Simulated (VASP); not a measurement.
These are vdW-DF-cx, VASP's PBE PAW potentials (set 64) (plane waves; VASP 6.6.1) values and carry that method's errors.

Input for VASP

INCAR:
```
ISPIN = 2   # spin-polarised
EDIFF = 1E-7   # SCF stop (eV)
SIGMA = 0.1   # width (eV)
LASPH = T
EDIFFG = -0.01   # ionic stop
ISMEAR = 1
LCHARG = F
AGGAC = 0.0
LREAL = F
IBRION = 2   # conjugate gradients
LMAXMIX = 4   # l cut-off of mixed one-centre charges
MAGMOM = 2.1 2.1 -0.1 -0.1 -0.1 -0.1
LWAVE = F
GGA = CX
SYSTEM = CrO2
ENCUT = 520   # plane-wave cut-off (eV)
NSW = 30   # most ionic steps
ALGO = Normal
LORBIT = 10
LUSE_VDW = T
NELM = 100
PREC = Accurate
ISIF = 4   # ions and shape, fixed volume
```

### KPOINTS
```
Automatic mesh
0
Gamma
7 7 11
0 0 0
```

POSCAR:
```
CrO2
1
    4.4447150686     0.0000000000     0.0000000000
    0.0000000000     4.4447150686     0.0000000000
    0.0000000000     0.0000000000     2.9298394910
Cr O
2 4
Direct
  1.0000000000   0.0000000000   0.0000000000
  0.5000000000   0.5000000000   0.5000000000
  0.3031878478   0.3031878478   0.0000000000
  0.8031878478   0.1968121522   0.5000000000
  0.1968121522   0.8031878478   0.5000000000
  0.6968121522   0.6968121522   0.0000000000
```

POTCAR, in this order: Cr_pv O (PBE.64 set). Program: vasp_std.

The run wrote:

OSZICAR:
```
       N       E                     dE             d eps       ncg     rms          rms(c)
DAV:   1     0.619967473964E+03    0.61997E+03   -0.26531E+04  7200   0.178E+03
DAV:   2     0.178777294244E+02   -0.60209E+03   -0.56677E+03  7874   0.523E+02
DAV:   3    -0.525499873489E+02   -0.70428E+02   -0.68725E+02  8568   0.173E+02
DAV:   4    -0.544673751271E+02   -0.19174E+01   -0.18529E+01  8522   0.281E+01
DAV:   5    -0.545135186831E+02   -0.46144E-01   -0.46055E-01  8796   0.441E+00    0.405E+01
DAV:   6    -0.474900965526E+02    0.70234E+01   -0.16107E+02  8406   0.101E+02    0.407E+01
DAV:   7    -0.415323348685E+02    0.59578E+01   -0.10910E+02  8792   0.103E+02    0.185E+01
DAV:   8    -0.393016013790E+02    0.22307E+01   -0.77996E+00  8126   0.246E+01    0.701E+00
DAV:   9    -0.388643048240E+02    0.43730E+00   -0.19888E+00  9568   0.120E+01    0.226E+00
DAV:  10    -0.388855908041E+02   -0.21286E-01   -0.15585E-01  8042   0.327E+00    0.129E+00
DAV:  11    -0.388850583091E+02    0.53250E-03   -0.35085E-02  9130   0.179E+00    0.556E-01
DAV:  12    -0.388844544952E+02    0.60381E-03   -0.41653E-03  9636   0.529E-01    0.267E-01
DAV:  13    -0.388841531364E+02    0.30136E-03   -0.15128E-03  9264   0.381E-01    0.105E-01
DAV:  14    -0.388841509206E+02    0.22158E-05   -0.18964E-04  9182   0.113E-01    0.550E-02
DAV:  15    -0.388841485623E+02    0.23583E-05   -0.39520E-05  8940   0.463E-02    0.257E-02
DAV:  16    -0.388841460908E+02    0.24715E-05   -0.11912E-05  9364   0.352E-02    0.815E-03
DAV:  17    -0.388841456941E+02    0.39669E-06   -0.19672E-06  8272   0.921E-03    0.383E-03
DAV:  18    -0.388841456909E+02    0.31860E-08   -0.27273E-07  6892   0.476E-03
   1 F= -.38884146E+02 E0= -.38884043E+02  d E =-.388841E+02  mag=     4.0000
       N       E                     dE             d eps       ncg     rms          rms(c)
DAV:   1    -0.388880364402E+02   -0.38907E-02   -0.47076E-01  7200   0.493E+00    0.499E-01
DAV:   2    -0.388864587288E+02    0.15777E-02   -0.15545E-02  8876   0.105E+00    0.375E-01
DAV:   3    -0.388857943894E+02    0.66434E-03   -0.29764E-03  9750   0.551E-01    0.240E-01
DAV:   4    -0.388854348458E+02    0.35954E-03   -0.17677E-03 10252   0.368E-01    0.182E-01
DAV:   5    -0.388854205062E+02    0.14340E-04   -0.20394E-04  8958   0.134E-01    0.987E-02
DAV:   6    -0.388854094893E+02    0.11017E-04   -0.26079E-05 10380   0.444E-02    0.768E-02
DAV:   7    -0.388854061471E+02    0.33422E-05   -0.13839E-05 10364   0.283E-02    0.161E-02
DAV:   8    -0.388854059155E+02    0.23162E-06   -0.10089E-06  8698   0.724E-03    0.510E-03
DAV:   9    -0.388854059717E+02   -0.56178E-07   -0.11972E-07  4546   0.278E-03
   2 F= -.38885406E+02 E0= -.38885240E+02  d E =-.126028E-02  mag=     4.0000
       N       E                     dE             d eps       ncg     rms          rms(c)
DAV:   1    -0.388855030350E+02   -0.97119E-04   -0.12415E-02  7224   0.801E-01    0.820E-02
DAV:   2    -0.388854582630E+02    0.44772E-04   -0.41067E-04  8848   0.171E-01    0.611E-02
DAV:   3    -0.388854431541E+02    0.15109E-04   -0.80229E-05  9710   0.899E-02    0.386E-02
DAV:   4    -0.388854346385E+02    0.85156E-05   -0.46661E-05 10240   0.599E-02    0.291E-02
DAV:   5    -0.388854340920E+02    0.54653E-06   -0.54091E-06  8998   0.218E-02    0.159E-02
DAV:   6    -0.388854339230E+02    0.16895E-06   -0.65205E-07  8892   0.704E-03    0.121E-02
DAV:   7    -0.388854337180E+02    0.20503E-06   -0.34972E-07  6064   0.477E-03    0.253E-03
DAV:   8    -0.388854336636E+02    0.54383E-07   -0.41369E-08  3990   0.163E-03
   3 F= -.38885434E+02 E0= -.38885260E+02  d E =-.128797E-02  mag=     4.0000
```

File OUTCAR:
```
------------------------ aborting loop because EDIFF is reached ----------------------------------------
  FORCE on cell =-STRESS in cart. coord.  units (eV):
  Direction    XX          YY          ZZ          XY          YZ          ZX
  --------------------------------------------------------------------------------------
  Total       -2.5099378     -2.5099378     -2.5507908      0.0000000      0.0000000      0.0000000
  in kB      -69.4771285    -69.4771285    -70.6079721      0.0000000      0.0000000      0.0000000
  external PRESSURE =     -69.8540764 kB  Pullay stress =       0.0000000 kB
  volume of cell :       57.88
      direct lattice vectors                 reciprocal lattice vectors
     4.451611912 -0.000000000  0.000000000     0.224637731  0.000000000  0.000000000
    -0.000000000  4.451611912  0.000000000     0.000000000  0.224637731  0.000000000
     0.000000000  0.000000000  2.920768174     0.000000000  0.000000000  0.342375684
 POSITION                                       TOTAL-FORCE (eV/Angst)
 -----------------------------------------------------------------------------------
      0.00000     -0.00000      0.00000         0.000000      0.000000      0.000000
      2.22581      2.22581      1.46038         0.000000      0.000000      0.000000
      1.35233      1.35233      0.00000        -0.005321     -0.005321      0.000000
      3.57814      0.87348      1.46038        -0.005321      0.005321     -0.000000
      0.87348      3.57814      1.46038         0.005321     -0.005321      0.000000
      3.09928      3.09928      0.00000         0.005321      0.005321     -0.000000
 -----------------------------------------------------------------------------------
    total drift:                                0.000000      0.000000      0.000000
  FREE ENERGIE OF THE ION-ELECTRON SYSTEM (eV)
  ---------------------------------------------------
  free  energy   TOTEN  =       -38.8854336636 eV

  energy  without entropy=      -38.8849125626  energy(sigma->0) =      -38.88525996

 total charge

# of ion       s       p       d       tot
------------------------------------------
    1        0.351   6.456   4.018  10.824
    2        0.351   6.456   4.018  10.824
    3        1.565   3.445   0.000   5.011
    4        1.565   3.445   0.000   5.011
    5        1.565   3.445   0.000   5.011
    6        1.565   3.445   0.000   5.011
--------------------------------------------------
tot          6.964  26.692   8.035  41.691

 magnetization (x)

# of ion       s       p       d       tot
------------------------------------------
    1        0.016   0.030   2.040   2.086
    2        0.016   0.030   2.040   2.086
    3       -0.003  -0.073   0.000  -0.076
    4       -0.003  -0.073   0.000  -0.076
    5       -0.003  -0.073   0.000  -0.076
    6       -0.003  -0.073   0.000  -0.076
--------------------------------------------------
tot          0.019  -0.231   4.081   3.869

 reached required accuracy - stopping structural energy minimisation
```
(Selected blocks of OUTCAR.)

CONTCAR:
```
CrO2
   1.00000000000000
     4.4516119122490947   -0.0000000000000000    0.0000000000000000
    -0.0000000000000000    4.4516119122490947    0.0000000000000000
     0.0000000000000000    0.0000000000000000    2.9207681737806555
  Cr              O
     2     4
Direct
     0.0000000000000000    0.0000000000000000    0.0000000000000000
     0.5000000000000000    0.5000000000000000    0.5000000000000000
     0.3037844827416287    0.3037844827416287    0.0000000000000000
     0.8037844827416287    0.1962155172583713    0.5000000000000000
     0.1962155172583713    0.8037844827416287    0.5000000000000000
     0.6962155172583713    0.6962155172583713    0.0000000000000000
```

The compound is CrO2 in the rutile structure. This cell is one point of a volume scan, at 1.03 of the reference volume. Symmetry was kept, so distortions that lower it aren't found.
